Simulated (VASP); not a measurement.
All values below come from SCAN meta-GGA, VASP's PBE PAW potentials (set 64) (plane waves; VASP).

Input for VASP

POSCAR:
```
Cu
1.0
  0.0000000000   1.8050000000   1.8050000000
  1.8050000000   0.0000000000   1.8050000000
  1.8050000000   1.8050000000   0.0000000000
Cu
1
direct
  0.0000000000   0.0000000000   0.0000000000
```

### INCAR
```
SYSTEM = Cu
PREC = Accurate
ENCUT = 520
EDIFF = 1E-6
NELM = 100
ALGO = Normal
LREAL = .FALSE.
LASPH = .TRUE.
ISMEAR = 1
SIGMA = 0.1
METAGGA = SCAN
LMIXTAU = .TRUE.
LMAXMIX = 4
LWAVE = .FALSE.
LCHARG = .FALSE.
IBRION = 2
ISIF = 3
NSW = 60
EDIFFG = -0.01
```

File KPOINTS:
```
Automatic mesh
0
Gamma
16 16 16
0 0 0
```

POTCAR, in this order: Cu (PBE.64 set). Program: vasp_std.

Energy and stress use the plane-wave basis of the starting cell.

Question: What does the run give for the energy per atom (σ→0), volume per atom, band gap (on the k-mesh)?

Answer: 
```json
{
 "energy per atom (σ→0)": "-15.136 eV/atom",
 "band gap (on the k-mesh)": "none (metal, semimetal or under 0.01 eV)",
 "volume_per_atom": "11.27 Å³/atom"
}
```

**OSZICAR**
```
...
DAV:   3    -0.151366944343E+02    0.71913E-02   -0.10759E-01  2849   0.713E+00    0.256E-01
DAV:   4    -0.151359868229E+02    0.70761E-03   -0.10127E-02  2924   0.155E+00    0.948E-02
DAV:   5    -0.151363851752E+02   -0.39835E-03   -0.18166E-03  2817   0.799E-01    0.676E-03
DAV:   6    -0.151363746244E+02    0.10551E-04   -0.74235E-06  2887   0.464E-02    0.728E-03
DAV:   7    -0.151363767905E+02   -0.21662E-05   -0.34322E-06  2750   0.333E-02    0.273E-03
DAV:   8    -0.151363815369E+02   -0.47464E-05   -0.92034E-07  2061   0.170E-02    0.593E-04
DAV:   9    -0.151363823526E+02   -0.81567E-06   -0.15230E-07  1313   0.788E-03
   4 F= -.15136382E+02 E0= -.15136398E+02  d E =-.561665E-02
```

The compound is Cu in the fcc structure. This run relaxes it. Symmetry was kept, so distortions that lower it aren't found.
